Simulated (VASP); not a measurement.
VASP ran on this input.

INCAR:
```
ISMEAR=0   # Gaussian
ISIF=2
GGA=RE   # revPBE
NELM=100
PREC=Accurate
LREAL=Auto   # projection in real space or not
EDIFF=1E-6   # SCF stop (eV)
LASPH=T
ENCUT=300
LWAVE=F
SIGMA=0.01   # width (eV)
ALGO=Normal   # blocked Davidson
LCHARG=F
SYSTEM=SiS2
```

### POSCAR
```
SiS2
1
   -8.6602920000    14.7932220000     8.3580210000
    2.8867640000    -4.9310740000     2.7860070000
    2.8867640000     4.9310740000    -2.7860070000
Si S
6 12
Direct
  0.2500000000   0.7500000000   0.0000000000
  0.5833330000   0.7500000000   0.0000000000
  0.9166670000   0.7500000000   0.0000000000
  0.0833330000   0.2500000000   0.0000000000
  0.4166670000   0.2500000000   0.0000000000
  0.7500000000   0.2500000000   0.0000000000
  0.2949170000   0.7985600000   0.6833100000
  0.6282500000   0.7985600000   0.6833100000
  0.9615830000   0.7985600000   0.6833100000
  0.0384170000   0.2014400000   0.3166900000
  0.3717500000   0.2014400000   0.3166900000
  0.7050830000   0.2014400000   0.3166900000
  0.2050830000   0.2985600000   0.9138100000
  0.5384170000   0.2985600000   0.9138100000
  0.8717500000   0.2985600000   0.9138100000
  0.1282500000   0.7014400000   0.0861900000
  0.4615830000   0.7014400000   0.0861900000
  0.7949170000   0.7014400000   0.0861900000
```

**KPOINTS**
```
Automatic mesh
0
Gamma
3 7 7
0 0 0
```

POTCAR, in this order: Si S (PBE.64 set). Program: vasp_std.

Q: Write an equivalent input for Ansatz.

A: One equivalent input (not run):
Ansatz 0.2 input:
```yaml
crystal:
  lattice:
    - [-8.6602920, 14.7932220, 8.3580210]
    - [2.8867640, -4.9310740, 2.7860070]
    - [2.8867640, 4.9310740, -2.7860070]
  atoms:
    - { symbol: Si, position: [0.2500000, 0.7500000, 0.0000000] }
    - { symbol: Si, position: [0.5833330, 0.7500000, 0.0000000] }
    - { symbol: Si, position: [0.9166670, 0.7500000, 0.0000000] }
    - { symbol: Si, position: [0.0833330, 0.2500000, 0.0000000] }
    - { symbol: Si, position: [0.4166670, 0.2500000, 0.0000000] }
    - { symbol: Si, position: [0.7500000, 0.2500000, 0.0000000] }
    - { symbol: S, position: [0.2949170, 0.7985600, 0.6833100] }
    - { symbol: S, position: [0.6282500, 0.7985600, 0.6833100] }
    - { symbol: S, position: [0.9615830, 0.7985600, 0.6833100] }
    - { symbol: S, position: [0.0384170, 0.2014400, 0.3166900] }
    - { symbol: S, position: [0.3717500, 0.2014400, 0.3166900] }
    - { symbol: S, position: [0.7050830, 0.2014400, 0.3166900] }
    - { symbol: S, position: [0.2050830, 0.2985600, 0.9138100] }
    - { symbol: S, position: [0.5384170, 0.2985600, 0.9138100] }
    - { symbol: S, position: [0.8717500, 0.2985600, 0.9138100] }
    - { symbol: S, position: [0.1282500, 0.7014400, 0.0861900] }
    - { symbol: S, position: [0.4615830, 0.7014400, 0.0861900] }
    - { symbol: S, position: [0.7949170, 0.7014400, 0.0861900] }
kpoints:
  mp_grid: { grid: [3, 7, 7] }
hamiltonian:
  xc: revpbe
  pseudopotentials: { kind: paw }
scf:
  occupations: { method: gaussian, width: 0.01 }
  max_iter: 100
output: { forces: true, stress: true, eigenvalues: true }
```
What does not carry over: each code has its own PAW files, so the cut-off isn't converted (ENCUT is set for VASP's; basis.ecutwfc is left out, and Ansatz then takes the one that its files recommend); Ansatz stops its SCF on the density residual and VASP on the energy change (EDIFF).

The structure comes from a computed database's SiS2 entry; how it stands against other phases isn't given here. The cell was not relaxed at this level. The run is one of a series of settings (LREAL = Auto, KPOINTS 3×7×7 Γ-centred mesh against the base run), some of them coarse on purpose.
